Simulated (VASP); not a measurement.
Given:

```
ZrS2
1.0
    1.80782    -3.13124     0.00000
    1.80782     3.13124     0.00000
    0.00000     0.00000     5.93917
Zr S
1 2
Direct
  0.00000   0.00000   0.00000
  0.33333   0.66667   0.23692
  0.66667   0.33333   0.76308
```

Level of theory: r2SCAN meta-GGA, VASP's PBE PAW potentials (set 64) (plane waves; VASP). Numerical set-up: 520 eV cut-off, 7×7×4 Γ-centred mesh, Gaussian smearing of 0.050 eV, potentials Zr_sv S.

Q: The ions and cell shape at fixed volume are relaxed. What does this cell relax into?

A: 
```
ZrS2
1.0
    1.83150    -3.17225     0.00000
    1.83150     3.17225     0.00000
    0.00000     0.00000     5.78660
Zr S
1 2
Direct
  0.00000   0.00000   0.00000
  0.33333   0.66667   0.24913
  0.66667   0.33333   0.75087
```
Space group P-3m1 (164), at a tolerance of 0.03 Å.

Q: How much energy does the relaxation gain?

A: The energy (σ→0) changes by -21.1 meV/atom, in 6 ionic steps.

```json
[
 {"step": "1", "E(σ→0) (eV)": "-44.0752", "max force (eV/Å)": "0.794", "pressure (GPa)": "6.58", "volume (Å³)": "67.24"},
 {"step": "2", "E(σ→0) (eV)": "-44.1209", "max force (eV/Å)": "0.319", "pressure (GPa)": "4.05", "volume (Å³)": "67.24"},
 {"step": "3", "E(σ→0) (eV)": "-44.1324", "max force (eV/Å)": "0.080", "pressure (GPa)": "1.99", "volume (Å³)": "67.24"},
 {"step": "4", "E(σ→0) (eV)": "-44.1324", "max force (eV/Å)": "0.059", "pressure (GPa)": "2.10", "volume (Å³)": "67.24"},
 {"step": "5", "E(σ→0) (eV)": "-44.1378", "max force (eV/Å)": "0.015", "pressure (GPa)": "1.84", "volume (Å³)": "67.24"},
 {"step": "6", "E(σ→0) (eV)": "-44.1384", "max force (eV/Å)": "0.003", "pressure (GPa)": "1.71", "volume (Å³)": "67.24"}
]
```

The compound is ZrS2 in the 1T layered structure. This cell is one point of a volume scan, at 0.94 of the reference volume. Symmetry was kept, so distortions that lower it aren't found.
